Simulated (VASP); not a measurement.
These are PBEsol GGA, VASP's PBE PAW potentials (set 64) (plane waves; VASP 6.6.1) values and carry that method's errors.

A VASP calculation is set up with these files.

### KPOINTS
```
Automatic mesh
0
Gamma
6 6 12
0 0 0
```

**INCAR**
```
SYSTEM = PdPt3
PREC = Accurate; ENCUT = 400; LREAL = F
LASPH = T
EDIFF = 1E-6; NELM = 100; ALGO = Normal
LMAXMIX = 6
ISMEAR = 1; SIGMA = 0.1
GGA = PS
IBRION = 2; NSW = 60; ISIF = 3
EDIFFG = -0.02
LWAVE = F; LCHARG = F
```

File POSCAR:
```
PdPt3
1
   -0.0120008092     3.9030693307     3.8997322466
    3.9030693307    -0.0120008092     3.8997322466
    1.9455342608     1.9455342608     0.0000000000
Pt Pd
3 1
Direct
  1.0000000000   0.0000000000   0.0000000000
  0.0000000000   0.5000000000   0.0000000000
  0.5000000000   0.0000000000   1.0000000000
  0.5000000000   0.5000000000   1.0000000000
```

POTCAR, in this order: Pt Pd (PBE.64 set). Program: vasp_std.

Output of the run:

### OSZICAR
```
       N       E                     dE             d eps       ncg     rms          rms(c)
DAV:   1     0.209438713620E+03    0.20944E+03   -0.17786E+04  4352   0.130E+03
DAV:   2    -0.240375791255E+02   -0.23348E+03   -0.22726E+03  5216   0.306E+02
DAV:   3    -0.289465093190E+02   -0.49089E+01   -0.48581E+01  4512   0.472E+01
DAV:   4    -0.289936558589E+02   -0.47147E-01   -0.47001E-01  4720   0.454E+00
DAV:   5    -0.289943870892E+02   -0.73123E-03   -0.73119E-03  4728   0.539E-01    0.245E+01
DAV:   6    -0.282965951551E+02    0.69779E+00   -0.16709E+01  4816   0.292E+01    0.186E+01
DAV:   7    -0.277922555495E+02    0.50434E+00   -0.26107E+01  4736   0.327E+01    0.116E+01
DAV:   8    -0.270742777770E+02    0.71798E+00   -0.14831E+00  4752   0.136E+01    0.360E+00
DAV:   9    -0.270233133295E+02    0.50964E-01   -0.70906E-01  4720   0.860E+00    0.276E+00
DAV:  10    -0.269992236871E+02    0.24090E-01   -0.96709E-02  4584   0.345E+00    0.150E+00
DAV:  11    -0.269962765558E+02    0.29471E-02   -0.13340E-01  4800   0.261E+00    0.770E-01
DAV:  12    -0.269914515524E+02    0.48250E-02   -0.20652E-02  4792   0.116E+00    0.136E-01
DAV:  13    -0.269913498378E+02    0.10171E-03   -0.40885E-04  4608   0.157E-01    0.648E-02
DAV:  14    -0.269913185445E+02    0.31293E-04   -0.12794E-04  4856   0.103E-01    0.151E-02
DAV:  15    -0.269913175329E+02    0.10117E-05   -0.10032E-05  4320   0.268E-02    0.329E-03
DAV:  16    -0.269913176014E+02   -0.68547E-07   -0.25539E-07  2184   0.589E-03
   1 F= -.26991318E+02 E0= -.26988974E+02  d E =-.269913E+02
       N       E                     dE             d eps       ncg     rms          rms(c)
DAV:   1    -0.269932032618E+02   -0.18857E-02   -0.10073E-01  4320   0.216E+00    0.220E-01
DAV:   2    -0.269920898047E+02    0.11135E-02   -0.23134E-03  4864   0.341E-01    0.152E-01
DAV:   3    -0.269921396086E+02   -0.49804E-04   -0.44980E-03  4800   0.502E-01    0.223E-01
DAV:   4    -0.269917019829E+02    0.43763E-03   -0.21216E-03  4824   0.358E-01    0.442E-02
DAV:   5    -0.269916973824E+02    0.46005E-05   -0.91464E-05  4504   0.981E-02    0.326E-02
DAV:   6    -0.269916896064E+02    0.77760E-05   -0.18901E-05  4624   0.466E-02    0.474E-03
DAV:   7    -0.269916896031E+02    0.32906E-08   -0.12804E-06  2192   0.900E-03
   2 F= -.26991690E+02 E0= -.26989406E+02  d E =-.372002E-03
```

OUTCAR:
```
------------------------ aborting loop because EDIFF is reached ----------------------------------------
  FORCE on cell =-STRESS in cart. coord.  units (eV):
  Direction    XX          YY          ZZ          XY          YZ          ZX
  --------------------------------------------------------------------------------------
  Total       -0.0212448     -0.0212448      0.0494021      0.0328582     -0.0000000     -0.0000000
  in kB       -0.5729827     -0.5729827      1.3324012      0.8862039     -0.0000000     -0.0000000
  external PRESSURE =       0.0621453 kB  Pullay stress =       0.0000000 kB
  volume of cell :       59.40
      direct lattice vectors                 reciprocal lattice vectors
    -0.005149499  3.901620419  3.902401677    -0.127982966  0.127982966  0.128126226
     3.901620419 -0.005149499  3.902401677     0.127982966 -0.127982966  0.128126226
     1.948235460  1.948235460 -0.000000000     0.256642490  0.256642490 -0.256252452
 POSITION                                       TOTAL-FORCE (eV/Angst)
 -----------------------------------------------------------------------------------
     -0.00515      3.90162      3.90240         0.000000     -0.000000     -0.000000
      3.89905      1.94566      1.95120         0.000000     -0.000000      0.000000
      3.89905      1.94566      5.85360         0.000000     -0.000000     -0.000000
      1.94824      1.94824      3.90240        -0.000000      0.000000      0.000000
 -----------------------------------------------------------------------------------
    total drift:                               -0.000000     -0.000000      0.000000
  FREE ENERGIE OF THE ION-ELECTRON SYSTEM (eV)
  ---------------------------------------------------
  free  energy   TOTEN  =       -26.9916896031 eV

  energy  without entropy=      -26.9848376551  energy(sigma->0) =      -26.98940562

 reached required accuracy - stopping structural energy minimisation
```
(Selected blocks of OUTCAR.)

### CONTCAR
```
PdPt3
   1.00000000000000
    -0.0051494986060350    3.9016204185846699    3.9024016774450088
     3.9016204185846699   -0.0051494986060349    3.9024016774450088
     1.9482354600394209    1.9482354600394209   -0.0000000000000341
  Pt              Pd
     3     1
Direct
     1.0000000000000000    0.0000000000000000    0.0000000000000000
     0.0000000000000000    0.5000000000000000    1.0000000000000000
     0.5000000000000000    1.0000000000000000    0.0000000000000000
     0.5000000000000000    0.5000000000000000    0.0000000000000000
```

### OUTCAR
```
 val. band max:       10.9157564988   @ k =   0.1667   0.1667   0.0000

 cond. band min:      10.9165992059   @ k =   0.5000   0.0000   0.0833


 Fermi energy:        10.9161597588

 k-point     1 :       0.0000    0.0000    0.0000
  band No.  band energies     occupation
      1       1.1034      2.00000
      2       3.8088      2.00000
      3       3.8674      2.00000
      4       4.2599      2.00000
      5       4.6567      2.00000
      6       7.0609      2.00000
      7       7.0720      2.00000
      8       7.1508      2.00000
      9       7.2922      2.00000
     10       7.3780      2.00000
     11       7.4800      2.00000
     12       7.5110      2.00000
     13       9.3718      2.00000
     14       9.3740      2.00000
     15      10.5814      2.00002
     16      10.7533      2.04350
     17      10.8411      1.95249
     18      10.8675      1.72514
     19      10.8857      1.48958
     20      10.9907      0.05031
     21      11.0413     -0.07070
     22      11.3855     -0.00000
     23      11.3888     -0.00000
     24      13.0020      0.00000

 k-point     2 :       0.1667    0.0000    0.0000
  band No.  band energies     occupation
      1       1.3684      2.00000
      2       3.8607      2.00000
      3       4.0139      2.00000
      4       4.4562      2.00000
      5       4.8027      2.00000
      6       6.9555      2.00000
      7       7.1753      2.00000
      8       7.1953      2.00000
      9       7.2888      2.00000
     10       7.4277      2.00000
     11       7.5601      2.00000
     12       7.5941      2.00000
     13       9.2301      2.00000
     14       9.3203      2.00000
     15       9.3222      2.00000
     16       9.5793      2.00000
     17      10.3230      2.00000
     18      10.6289      2.00037
     19      10.6948      2.00756
     20      10.7189      2.01744
     21      10.9524      0.42954
     22      11.2722     -0.00001
     23      12.2959     -0.00000
     24      13.6302      0.00000
...
```

Unless said otherwise, spin-orbit coupling is left out, though it shifts the bands of the heavy elements here.

The structure was generated: PdPt3 was put into an ordered model structure (Cmmm), which need not be its known phase. This run relaxes it. Symmetry was kept, so distortions that lower it aren't found. The start is the result of an earlier pass.
